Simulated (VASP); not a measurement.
Al3Si2F:

```
CELL_PARAMETERS angstrom
-2.08900 2.08900 6.06100
2.08900 -2.08900 6.06100
2.08900 2.08900 -6.06100
ATOMIC_POSITIONS crystal
Al 0.75000 0.25000 0.50000
Al 0.48136 0.98136 0.50000
Al 0.01864 0.51864 0.50000
Si 0.63554 0.63554 0.00000
Si 0.36446 0.36446 0.00000
F 0.00000 0.00000 0.00000
```

The cell was built by a generator and needn't be a form met in nature.

* Program: VASP 6.6.1
* Task: relaxation of cell and atoms
* Functional: PBE
* Potentials or basis: VASP PAW PBE potentials, release 64 (Al, Si, F)
* Cutoff: 520 eV
* k mesh: 10 × 10 × 10
* Occupations: gaussian, width 0.1 eV
* Spin: no spin polarisation

At the start: pressure 1.8 GPa; volume 17.63 Å³/atom.

Q: Where does the relaxation end?

A: Over 16 steps the energy falls by 4.6 meV/atom and the volume is 18.07 Å³/atom (+2.5 %); space group I-4m2 (No. 119, to 0.05 Å).

The path:
```csv
step,energy change (eV),largest force (eV/Å),pressure (GPa),volume (Å³)
1,0.0000,0.0917,1.77,105.80
2,-0.0186,0.1275,-0.45,108.80
3,-0.0189,0.1238,-0.22,108.47
4,-0.0214,0.1027,-0.09,108.31
5,-0.0229,0.0821,0.11,108.01
6,-0.0244,0.0669,0.00,108.16
7,-0.0265,0.0278,-0.25,108.61
8,-0.0274,0.0078,0.15,108.06
9,-0.0275,0.0091,0.13,108.11
10,-0.0277,0.0107,0.05,108.28
11,-0.0277,0.0147,0.06,108.31
12,-0.0277,0.0226,-0.01,108.38
13,-0.0277,0.0172,0.02,108.34
14,-0.0277,0.0163,0.02,108.33
15,-0.0277,0.0155,0.02,108.32
16,-0.0277,0.0066,0.01,108.40
```

Final structure:
```
CELL_PARAMETERS angstrom
-2.11980 2.11980 6.03091
2.11980 -2.11980 6.03091
2.11980 2.11980 -6.03091
ATOMIC_POSITIONS crystal
Al 0.75000 0.25000 0.50000
Al 0.47580 0.97580 0.50000
Al 0.02420 0.52420 0.50000
Si 0.63633 0.63633 0.00000
Si 0.36367 0.36367 0.00000
F 0.00000 0.00000 0.00000
```
